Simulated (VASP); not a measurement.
Given:

```yaml
crystal:
  lattice:
    - [1.58371, -2.74307, 0.00000]
    - [1.58371, 2.74307, 0.00000]
    - [0.00000, 0.00000, 3.56567]
  atoms:
    - { symbol: Zr, position: [0.00000, 0.00000, 0.00000] }
    - { symbol: B, position: [0.33333, 0.66667, 0.50000] }
    - { symbol: B, position: [0.66667, 0.33333, 0.50000] }
```

All values below come from optB88-vdW, VASP's PBE PAW potentials (set 64) (plane waves; VASP). Settings: 520 eV cut-off, 12×12×10 Γ-centred mesh, tetrahedra with Blöchl corrections, potentials Zr_sv B.

The cores are frozen, which limits the accuracy of field gradients.

### Question
Give the principal components of the electric field gradient (V/Å²) and the asymmetry η at each nucleus.

### Answer

```csv
atom,Vxx,Vyy,Vzz,η
Zr1,-20.2,-20.2,40.3,0.00
B2,-1.2,-1.2,2.5,0.00
B3,-1.2,-1.2,2.5,0.00
```

The compound is ZrB2 in the AlB2 type structure. It was relaxed first.
